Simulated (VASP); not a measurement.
Computed with PBEsol GGA, VASP's PBE PAW potentials (set 64) (plane waves; VASP 6.6.1).

Input for VASP

KPOINTS:
```
Automatic
0
G
  10 10 3
```

INCAR:
```
ALGO = Fast
EDIFF = 1E-5
EDIFFG = -0.03
ENCUT = 400
GGA = PS
IBRION = 2
ISIF = 2
ISMEAR = 0
LASPH = T
LCHARG = F
LMAXMIX = 6
LREAL = F
LWAVE = F
NELM = 100
NELMIN = 4
NSW = 20
PREC = Normal
SIGMA = 0.05
SYSTEM = WSe2
```

File POSCAR:
```
WSe2
1.0
  3.2742070026   0.0000000000   0.0000000000
 -1.6371035012   2.8355461188   0.0000000000
  0.0000000000   0.0000000000  13.2137607163
W Se
2 4
Cartesian
  1.6371051384   0.9451810944   9.9103205372
 -0.0000016370   1.8903650244   3.3034401791
  1.6371051384   0.9451810944   5.0080153115
 -0.0000016370   1.8903650244  11.6148956696
 -0.0000016370   1.8903650244   8.2057454048
  1.6371051384   0.9451810944   1.5988650467
```

POTCAR, in this order: W_sv Se (PBE.64 set). Program: vasp_std.

Output of the run:

### OSZICAR
```
       N       E                     dE             d eps       ncg     rms          rms(c)
DAV:   1     0.444626559384E+03    0.44463E+03   -0.24924E+04  1968   0.135E+03
DAV:   2    -0.190801740408E+02   -0.46371E+03   -0.45325E+03  2085   0.384E+02
DAV:   3    -0.478383428531E+02   -0.28758E+02   -0.28525E+02  2160   0.869E+01
DAV:   4    -0.485260365271E+02   -0.68769E+00   -0.68432E+00  2140   0.138E+01
DAV:   5    -0.485431377382E+02   -0.17101E-01   -0.17093E-01  2200   0.199E+00    0.301E+01
RMM:   6    -0.468327518984E+02    0.17104E+01   -0.88234E+00  2000   0.133E+01    0.108E+01
RMM:   7    -0.465143029101E+02    0.31845E+00   -0.13272E+00  1883   0.473E+00    0.421E+00
RMM:   8    -0.465195333346E+02   -0.52304E-02   -0.53318E-01  1876   0.297E+00    0.756E-01
RMM:   9    -0.465221654059E+02   -0.26321E-02   -0.11360E-01  2055   0.123E+00    0.412E-01
RMM:  10    -0.465219591534E+02    0.20625E-03   -0.26553E-02  2049   0.616E-01    0.134E-01
RMM:  11    -0.465218331839E+02    0.12597E-03   -0.72239E-03  2145   0.326E-01    0.608E-02
RMM:  12    -0.465218771999E+02   -0.44016E-04   -0.10708E-03  2089   0.144E-01    0.167E-02
RMM:  13    -0.465219007959E+02   -0.23596E-04   -0.32286E-04  1973   0.698E-02    0.109E-02
RMM:  14    -0.465219053150E+02   -0.45191E-05   -0.82602E-05  1577   0.366E-02
   1 F= -.46521905E+02 E0= -.46521905E+02  d E =-.465219E+02
       N       E                     dE             d eps       ncg     rms          rms(c)
DAV:   1    -0.465413597499E+02   -0.19459E-01   -0.19798E+00  1939   0.536E+00    0.118E+00
RMM:   2    -0.465477420742E+02   -0.63823E-02   -0.86490E-02  1769   0.118E+00    0.496E-01
RMM:   3    -0.465487349551E+02   -0.99288E-03   -0.11154E-02  1868   0.464E-01    0.262E-01
RMM:   4    -0.465488593905E+02   -0.12444E-03   -0.17220E-03  1893   0.197E-01    0.130E-01
RMM:   5    -0.465488670617E+02   -0.76712E-05   -0.43518E-04  1754   0.878E-02    0.350E-02
RMM:   6    -0.465488686078E+02   -0.15461E-05   -0.82211E-05  1539   0.371E-02
   2 F= -.46548869E+02 E0= -.46548869E+02  d E =-.269633E-01
       N       E                     dE             d eps       ncg     rms          rms(c)
DAV:   1    -0.465494213066E+02   -0.55424E-03   -0.77891E-02  2100   0.106E+00    0.231E-01
RMM:   2    -0.465496599287E+02   -0.23862E-03   -0.32555E-03  1707   0.233E-01    0.104E-01
RMM:   3    -0.465496990862E+02   -0.39157E-04   -0.40594E-04  1630   0.908E-02    0.521E-02
RMM:   4    -0.465497067230E+02   -0.76369E-05   -0.64019E-05  1467   0.383E-02
   3 F= -.46549707E+02 E0= -.46549707E+02  d E =-.278014E-01
```

File OUTCAR:
```
------------------------ aborting loop because EDIFF is reached ----------------------------------------
  FORCE on cell =-STRESS in cart. coord.  units (eV):
  Direction    XX          YY          ZZ          XY          YZ          ZX
  --------------------------------------------------------------------------------------
  Total       -0.0715762     -0.0715761     -0.0208826     -0.0000000     -0.0000000      0.0000000
  in kB       -0.9347807     -0.9347805     -0.2727252     -0.0000000     -0.0000000      0.0000000
  external PRESSURE =      -0.7140954 kB  Pullay stress =       0.0000000 kB
  volume of cell :      122.68
      direct lattice vectors                 reciprocal lattice vectors
     3.274207003  0.000000000  0.000000000     0.305417464  0.176332875  0.000000000
    -1.637103501  2.835546119  0.000000000     0.000000000  0.352665750  0.000000000
     0.000000000  0.000000000 13.213760716     0.000000000  0.000000000  0.075678682
 POSITION                                       TOTAL-FORCE (eV/Angst)
 -----------------------------------------------------------------------------------
      1.63711      0.94518      9.91032        -0.000000      0.000000     -0.000000
     -0.00000      1.89037      3.30344         0.000000     -0.000000     -0.000000
      1.63711      0.94518      4.97998        -0.000000      0.000000     -0.001546
     -0.00000      1.89037     11.58686         0.000000      0.000000     -0.001546
     -0.00000      1.89037      8.23379         0.000000      0.000000      0.001546
      1.63711      0.94518      1.62691        -0.000000      0.000000      0.001546
 -----------------------------------------------------------------------------------
    total drift:                               -0.000918      0.000530     -0.000034
  FREE ENERGIE OF THE ION-ELECTRON SYSTEM (eV)
  ---------------------------------------------------
  free  energy   TOTEN  =       -46.5497067230 eV

  energy  without entropy=      -46.5497067230  energy(sigma->0) =      -46.54970672

 reached required accuracy - stopping structural energy minimisation
```
(Selected blocks of OUTCAR.)

**CONTCAR**
```
WSe2
   1.00000000000000
     3.2742070025999999    0.0000000000000000    0.0000000000000000
    -1.6371035011999999    2.8355461188000000    0.0000000000000000
     0.0000000000000000    0.0000000000000000   13.2137607162999995
  W               Se
     2     4
Direct
     0.6666669999999968    0.3333330000000032    0.7500000000000000
     0.3333330000000032    0.6666669999999968    0.2500000000000000
     0.6666669999999968    0.3333330000000032    0.3768779505139537
     0.3333330000000032    0.6666669999999968    0.8768779505139537
     0.3333330000000032    0.6666669999999968    0.6231220494860463
     0.6666669999999968    0.3333330000000032    0.1231220494860463
```

**OUTCAR**
```
 val. band max:        5.9385377445   @ k =   0.0000   0.0000   0.0000

 cond. band min:       6.9931601160   @ k =   0.2000   0.2000   0.0000


 Fermi energy:         6.3484681945

 k-point     1 :       0.0000    0.0000    0.0000
  band No.  band energies     occupation
      1     -68.2430      2.00000
      2     -68.2430      2.00000
      3     -32.5029      2.00000
      4     -32.5028      2.00000
      5     -32.3561      2.00000
      6     -32.3561      2.00000
      7     -32.3560      2.00000
      8     -32.3560      2.00000
      9      -9.2824      2.00000
     10      -9.0814      2.00000
     11      -8.0733      2.00000
     12      -7.7310      2.00000
     13      -1.1041      2.00000
     14      -0.1396      2.00000
     15       2.4168      2.00000
     16       3.3740      2.00000
     17       3.3740      2.00000
     18       3.3865      2.00000
     19       3.3866      2.00000
     20       4.5168      2.00000
     21       4.5168      2.00000
     22       4.5579      2.00000
     23       4.5579      2.00000
     24       4.7648      2.00000
     25       4.8508      2.00000
     26       5.9385      2.00000
     27       8.7253      0.00000
     28       8.7312      0.00000
     29       8.7670      0.00000
     30       8.8038      0.00000
     31       8.8452      0.00000

 k-point     2 :       0.1000   -0.0000    0.0000
  band No.  band energies     occupation
      1     -68.2419      2.00000
      2     -68.2419      2.00000
      3     -32.4983      2.00000
      4     -32.4983      2.00000
      5     -32.3800      2.00000
      6     -32.3800      2.00000
      7     -32.3616      2.00000
      8     -32.3616      2.00000
      9      -9.1277      2.00000
     10      -8.9275      2.00000
     11      -7.9890      2.00000
     12      -7.6590      2.00000
     13      -0.9065      2.00000
     14       0.0570      2.00000
     15       2.2762      2.00000
     16       2.9147      2.00000
     17       2.9407      2.00000
...
```

Without a dispersion term in the relaxation, distances and binding between the weakly bound layers, chains or molecules are unreliable, and so is what depends on them. Unless said otherwise, spin-orbit coupling is left out, though it shifts the bands of the heavy elements here.

The compound is WSe2 in the 2H layered structure. This run relaxes the ions in a fixed cell. Symmetry was kept, so distortions that lower it aren't found.
